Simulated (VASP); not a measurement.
Data:

```
VN
1.0
    0.00000     2.06004     2.06004
    2.06004     0.00000     2.06004
    2.06004     2.06004     0.00000
V N
1 1
Direct
  0.00000   0.00000   0.00000
  0.50000   0.50000   0.50000
```

Level of theory: PBE GGA with spin-orbit coupling, VASP's PBE PAW potentials (set 64) (plane waves; VASP). Numerical set-up: 520 eV cut-off, 14×14×14 Γ-centred mesh, Gaussian smearing of 0.050 eV, potentials V_sv N.

Question: Predict the energy per atom (σ→0), band gap (over mesh and band path) with the smallest direct gap where there is one.

Answer: 
```json
{
  "band gap (over mesh and band path)": "none (metal, semimetal or under 0.01 eV)",
  "energy per atom (σ→0)": "-9.654 eV/atom"
}
```

Total energies compare only between runs with the same potentials, cut-off and functional.

The compound is VN in the rock salt structure, which distorts at low temperature. It was relaxed first. VASP warned that the highest band is occupied, so more bands are needed.
